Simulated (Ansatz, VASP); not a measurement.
# BaMg2AsP: VASP beside Ansatz

Aim: how closely do two programs agree when they are given the same cell, functional and k mesh? The cell is generated by rule, not measured, and may not be a known phase. The cell is taken from a series of runs on this material, whose earlier steps may have relaxed, scaled, displaced or heated it; both programs get it as it stands.

Calculated with Ansatz 0.2.0; plane waves, with VASP 6.6.1 beside it; relaxation of cell and atoms at PBEsol.

## 1. Set-up

The structure is trigonal, space group P3m1 (No. 156). Conventional cell: a = 4.403 Å, b = 4.403 Å, c = 7.576 Å, α = 90.00°, β = 90.00°, γ = 120.00°. Nearest to Ba lie 3 P at 3.26 Å and 3 As at 3.28 Å. Nearest to Mg lie 3 P at 2.65 Å and 1 As at 2.71 Å. Nearest to Mg lie 1 P at 2.63 Å and 3 As at 2.67 Å. Nearest to As lie 4 Mg at 2.67 to 2.71 Å and 3 Ba at 3.28 Å. Nearest to P lie 4 Mg at 2.63 to 2.65 Å and 3 Ba at 3.26 Å. Farther neighbours are not listed.

## 2. Ansatz: relaxation of cell and atoms, PBEsol, pair 1

Ansatz runs on its default PAW (the set named soft_2) files.

The relaxed volume is the usual yardstick between codes: in a stiff, nearly cubic crystal its relative difference is about their pressure difference at one cell divided by the bulk modulus.

File input.yaml:

```yaml
crystal:
  lattice:
    - [4.4029916831, -2.8862e-06, 0.0]
    - [-2.201493342, 3.8131040933, 0.0]
    - [0.0, 0.0, 7.5757839801]
  atoms:
    - { symbol: Ba, position: [0.0, 0.0, 0.0045039313] }
    - { symbol: Mg, position: [0.6666666667, 0.3333333333, 0.3723359928] }
    - { symbol: Mg, position: [0.3333333333, 0.6666666667, 0.620056038] }
    - { symbol: As, position: [0.6666666667, 0.3333333333, 0.7298987038] }
    - { symbol: P, position: [0.3333333333, 0.6666666667, 0.2732053341] }
kpoints:
  mp_grid: { grid: [6, 6, 4] }
hamiltonian:
  xc: pbesol
scf:
  occupations: { method: fixed }
output:
  forces: true
  stress: true
  eigenvalues: true
relax:
  adjacent_minimum: "off"
  f_tol: 0.001
  max_steps: 60
  cell: { stress_tol: 0.01 }
```

Command:

```console
> ansatz run input.yaml --threads 8 --pin off --max-ram 14336MiB --backend cpu --events-out ev --progress --plain --runs-dir out
```

Numbers of over 12 decimals in the logs are rounded to 6 here.

What it wrote:

```text
Engine: ansatz 0.2.0, x86_64-unknown-linux-gnu
Pseudopotentials: kind: paw
Pseudopotential: Ba, paw, valence charge 10, recommended cutoff 420 eV (normal), Ba.paw.azcp
Pseudopotential: Mg, paw, valence charge 10, recommended cutoff 420 eV (normal), Mg.paw.azcp
Pseudopotential: As, paw, valence charge 15, recommended cutoff 420 eV (normal), As.paw.azcp
Pseudopotential: P, paw, valence charge 5, recommended cutoff 420 eV (normal), P.paw.azcp
Functional definition: PBEsol
  exchange = pbesol_x
  correlation = pbesol_c
Crystal: 5 atoms, lattice volume = 127.190 Å³
Basis set: ecut = 420 eV, 2527 PW (Γ), exchange–correlation on 60×60×108 points (8 copies of the dense FFT grid, shifted against one another)
Bands: 30, of which v1, the nominal top of the filled ones, is band 25 counted from 1 (24 counted from 0)
Symmetry: 6 space group operations
Space group: P3m1 (ITA 156), of the structure as read, at distance tolerance 5.0e-5 Å
k-points: 24 of 144 (time reversal used)
Non-local potential: Ba, projectors of the file, l = 0: 3, l = 1: 2, l = 2: 2, l = 3: 2
Non-local potential: Mg, projectors of the file, l = 0: 3, l = 1: 2, l = 2: 1
Non-local potential: As, projectors of the file, l = 0: 2, l = 1: 2, l = 2: 3, l = 3: 1
Non-local potential: P, projectors of the file, l = 0: 2, l = 1: 2, l = 2: 2
PAW form: soft (Blöchl's): semilocal exchange-correlation on the pseudo side does not see the compensation charge
PAW frozen core: Ba, regenerated for the run's functional, and the local potential with it (the file was generated under x = pbe(κ = 0.804, μ = 0.219515), c = pbe(β = 0.066725))
PAW frozen core: Mg, regenerated for the run's functional, and the local potential with it (the file was generated under x = pbe(κ = 0.804, μ = 0.219515), c = pbe(β = 0.066725))
PAW frozen core: As, regenerated for the run's functional, and the local potential with it (the file was generated under x = pbe(κ = 0.804, μ = 0.219515), c = pbe(β = 0.066725))
PAW frozen core: P, regenerated for the run's functional, and the local potential with it (the file was generated under x = pbe(κ = 0.804, μ = 0.219515), c = pbe(β = 0.066725))
PAW one-centre angular grid: Ba, 194 points (default); XC on 64 Gauss nodes
PAW one-centre angular grid: Mg, 110 points (default); XC on 64 Gauss nodes
PAW one-centre angular grid: As, 590 points (default); XC on 64 Gauss nodes
PAW one-centre angular grid: P, 110 points (default); XC on 64 Gauss nodes
Initial density: superposition of atomic densities (neutral atoms: chi_scale 0, normalization atom), corrected by the library's trained network
Initial wavefunctions: pseudopotential atomic-orbital guess
Functional: x = pbesol(κ = 0.804, μ = 0.123457), c = pbesol(β = 0.046)
SCF iter   1: F=—  HF=-15244.547345 eV  |F-HF|=—  |Δ(HF+E_count)|=         —  Δρ=3.41e-3  dr2=3.51e-2  ethr=1.77e-3  ⟨swp⟩=5.4  Hψ=2834  notcnv=0  defer=67
preconditioner: auto → Resta (q_TF=auto, 2.335 Å⁻¹)  ε∞=3.8  [insulator: Δε(μ)=0.983 eV  Ē_g=9.278 eV  n_scr=22 (ndim 8)  ℏωp=15.4 eV  f_vac=0.011  ε∞_Penn≈3.8]
SCF iter   2: F=—  HF=-15244.537703 eV  |F-HF|=—  |Δ(HF+E_count)|=   9.64e-3  Δρ=1.50e-3  dr2=5.60e-3  ethr=7.02e-5  ⟨swp⟩=2.9  Hψ=1399  notcnv=0  defer=72
SCF iter   3: F=—  HF=-15244.536749 eV  |F-HF|=—  |Δ(HF+E_count)|=   9.55e-4  Δρ=4.91e-4  dr2=4.59e-4  ethr=1.12e-5  ⟨swp⟩=3.0  Hψ=1163  notcnv=0  defer=72
SCF iter   4: F=—  HF=-15244.536802 eV  |F-HF|=—  |Δ(HF+E_count)|=   5.28e-5  Δρ=1.57e-4  dr2=7.66e-5  ethr=9.18e-7  ⟨swp⟩=2.0  Hψ=1142  notcnv=0  defer=72
SCF iter   5: F=—  HF=-15244.536796 eV  |F-HF|=—  |Δ(HF+E_count)|=   5.96e-6  Δρ=5.08e-5  dr2=6.02e-6  ethr=1.53e-7  ⟨swp⟩=2.0  Hψ=1150  notcnv=0  defer=69
SCF iter   6: F=—  HF=-15244.536798 eV  |F-HF|=—  |Δ(HF+E_count)|=   2.65e-6  Δρ=1.85e-5  dr2=1.32e-6  ethr=1.20e-8  ⟨swp⟩=2.5  Hψ=1284  notcnv=0  defer=69
SCF iter   7: F=-15244.536798 eV  HF=-15244.536798 eV  |F-HF|=5.94e-8  |Δ(HF+E_count)|=   7.84e-8  Δρ=7.22e-6  dr2=9.60e-8  ethr=2.00e-10  ⟨swp⟩=13.1  Hψ=5437  notcnv=0
SCF 1 converged in 7 iterations: F = -15244.536798 eV  dr2 = 9.60e-8
  greatest PAW one-centre occupation: 1.000 electrons in one spin orbital (limit 2), on the Mg atom at site 2 (counted from 0), in its partial waves of l = 0
relax step   1: F+E_penalty+E_count = -15244.53679827 eV  Δ(F+E_penalty+E_count) = +0.000e0 eV  max|allowed force component| = 3.350e-4 eV/Å  Δτ_max = 0.0000 Å  P = -0.002 GPa  Ω = 127.190 Å³  (7 SCF iters, dr2 threshold 1.00e-7 eV, accepted)
Initial density: handed on by an earlier stage of this run
Initial wavefunctions: pseudopotential atomic-orbital guess (no wavefunctions were taken with the density)
iter 1 solved again at ethr=1.56e-6 eV; its pass at ethr=3.10e-3 eV (dr2=7.80e-4 eV) is discarded
SCF iter   1: F=—  HF=-15244.536792 eV  |F-HF|=—  |Δ(HF+E_count)|=         —  Δρ=7.38e-6  dr2=1.01e-7  ethr=1.56e-6  ⟨swp⟩=3.1  Hψ=4464  notcnv=0  defer=72
eigensolver tolerance schedule: the retry pair's looser diagonalisation over-reported the residual by 7715.29 of it (diagonalisation noise at an unbounded share of the residual, at the tolerance the schedule requests for it); recorded, not acted on — ethr = c·dr2/N_el stays at c = 1.0e-1
preconditioner: auto → Resta (q_TF=auto, 2.335 Å⁻¹)  ε∞=3.8  [insulator: Δε(μ)=1.037 eV  Ē_g=9.297 eV  n_scr=22 (ndim 8)  ℏωp=15.4 eV  f_vac=0.008  ε∞_Penn≈3.8]
SCF iter   2: F=—  HF=-15244.536798 eV  |F-HF|=—  |Δ(HF+E_count)|=   5.90e-6  Δρ=4.96e-6  dr2=4.68e-8  ethr=2.02e-10  ⟨swp⟩=3.8  Hψ=2043  notcnv=0  defer=72
SCF iter   3: F=—  HF=-15244.536798 eV  |F-HF|=—  |Δ(HF+E_count)|=   3.18e-8  Δρ=2.00e-6  dr2=9.38e-9  ethr=9.35e-11  ⟨swp⟩=3.0  Hψ=1263  notcnv=0  defer=72
SCF iter   4: F=—  HF=-15244.536798 eV  |F-HF|=—  |Δ(HF+E_count)|=   5.10e-9  Δρ=1.00e-6  dr2=1.32e-9  ethr=1.88e-11  ⟨swp⟩=2.0  Hψ=1104  notcnv=0  defer=72
SCF iter   5: F=—  HF=-15244.536798 eV  |F-HF|=—  |Δ(HF+E_count)|=  1.75e-10  Δρ=5.08e-7  dr2=3.22e-10  ethr=2.64e-12  ⟨swp⟩=2.0  Hψ=1188  notcnv=0  defer=72
SCF iter   6: F=—  HF=-15244.536798 eV  |F-HF|=—  |Δ(HF+E_count)|=  4.00e-11  Δρ=8.81e-8  dr2=1.46e-11  ethr=1.00e-12  ⟨swp⟩=2.0  Hψ=1186  notcnv=0  defer=72
SCF iter   7: F=—  HF=-15244.536798 eV  |F-HF|=—  |Δ(HF+E_count)|=    0.00e0  Δρ=3.44e-8  dr2=2.59e-12  ethr=1.00e-12  ⟨swp⟩=1.0  Hψ=697  notcnv=0  defer=72
SCF iter   8: F=-15244.536798 eV  HF=-15244.536798 eV  |F-HF|=1.82e-12  |Δ(HF+E_count)|=  1.82e-12  Δρ=1.45e-8  dr2=2.41e-13  ethr=1.00e-12  ⟨swp⟩=15.1  Hψ=5206  notcnv=0
SCF 2 converged in 8 iterations: F = -15244.536798 eV  dr2 = 2.41e-13
relax step   2: F+E_penalty+E_count = -15244.53679829 eV  Δ(F+E_penalty+E_count) = -1.360e-8 eV  max|allowed force component| = 3.429e-4 eV/Å  Δτ_max = 0.0000 Å  P = -0.001 GPa  Ω = 127.190 Å³  stress off target by 3.49e-3 GPa  SCF on the basis re-selected at this cell (its energy is not comparable with the rows above)  (8 SCF iters)
basis re-selected at this cell: Δ(F+E_penalty+E_count) = -1.360e-8 eV, ΔP = +0.000 GPa vs the last step (what re-selecting the basis moved, of the pressure what is left beyond the Pulay correction that the steps carried, after the strain that the cell walked since its last selection, with what the two solves' SCF thresholds leave and, on support functions, any second-order correction that the steps lacked; it is no m [...]
SCF converged after 8 iterations
Free energy (F): -15244.536798 eV
Harris-Foulkes:  -15244.536798 eV  (|F-HF|=1.82e-12)
Internal energy: -15244.536798 eV  (E = F + TS)
E sigma→0 (E₀):  -15244.536798 eV
Fermi energy:    6.813379 eV
--- Per-component energies (eV) ---
  E_band       = -980.535007
  E_kinetic    = 495.452478
  E_local      = -6125.982241  (includes V_loc(G=0)·N_el)
  E_nonlocal   = -383.587641
  E_hartree    = 2626.545788
  E_xc         = -365.573444
  E_vxc        = -352.182822  (∫ρ·V_xc dr)
  E_paw        = -8050.243123  (= ΣΔE_a)
  E_vpaw       = 132.673622  (= ΣTr[D̂ρ^β])
  E_aug_tail   = 0.000006  (compensation charges beyond the density's cutoff)
  E_ewald      = -3442.430304
  E_core_change = 1.281682  (= ΣΔE_core)
  E_smearing   = -0.000000  (= −TS)
  E_closure    = -0.000000  (closes the sum)
  Σ components = -15244.536798   (vs F -15244.536798, Δ=0.00e0)
--- Forces (eV/Å), atoms counted from 1 ---
  atom   1  Ba    -0.00000000    -0.00000000    -0.00034287
  atom   2  Mg     0.00000000     0.00000000     0.00015216
  atom   3  Mg    -0.00000000    -0.00000000     0.00002634
  atom   4  As     0.00000000     0.00000000     0.00016113
  atom   5  P     -0.00000000    -0.00000000     0.00000320
  max |Σ_I F_I| component: 4.50e-8 eV/Å
--- Stress (GPa, compression-positive) ---
       -0.000480       0.000000      -0.000000
        0.000000      -0.000480       0.000000
       -0.000000       0.000000      -0.003493
  P = ⅓ Tr σ = -0.0015 GPa (-0.015 kbar)
--- Band table (eV; the first three rows and the last of 24) ---
  k-point 0: bands = [... 21 lower, 5.8868, 6.7566, 6.8134, 6.8134, 8.5179, 9.1864, 9.4054, 10.1651, ... 1 higher]
  k-point 1: bands = [... 21 lower, 5.9707, 5.9707, 6.6559, 6.6559, 8.9819, 9.3898, 9.7784, 10.0204, ... 1 higher]
  k-point 2: bands = [... 21 lower, 6.1106, 6.1106, 6.4487, 6.4487, 8.9053, 9.7443, 9.9076, 9.9076, ... 1 higher]
  k-point 23: bands = [... 21 lower, 4.5923, 4.9766, 5.5125, 5.5880, 9.3960, 9.5047, 10.8013, 11.2849, ... 1 higher]
--- Relaxed structure (1 steps of the walk, 1 accepted, 1 SCFs on fresh bases) ---
  F+E_penalty+E_count = -15244.53679829 eV   max|allowed force component| = 3.429e-4 eV/Å   (the final SCF, on the basis selected at the relaxed cell)
  cell:  # Å, volume = 127.1903 Å³
    - [4.402992, -2.8862158651866186e-6, 0.0]
    - [-2.201493, 3.813104, 0.0]
    - [0.0, 0.0, 7.5757839801]
  atoms:
    - { symbol: Ba, position: [0.0, 0.0, 0.0045039313] }
    - { symbol: Mg, position: [0.666667, 0.333333, 0.3723359928] }
    - { symbol: Mg, position: [0.333333, 0.666667, 0.620056] }
    - { symbol: As, position: [0.666667, 0.333333, 0.729899] }
    - { symbol: P, position: [0.333333, 0.666667, 0.2732053341] }
```

(Part 1 of 2 ends here.)

[Lines on the potential files, build, host, timing and source positions are cut from VASP's logs without a mark.]

[Logs are printed without paths, hosts, clocks, repeated set-up lines and the standing remarks that a program may print on its own settings, such as how far it seeks lower states.]

[Hosts, paths, dates, database ids (printed as entryN), source tags and the programs' standing remarks are cut or masked in the printed files.]
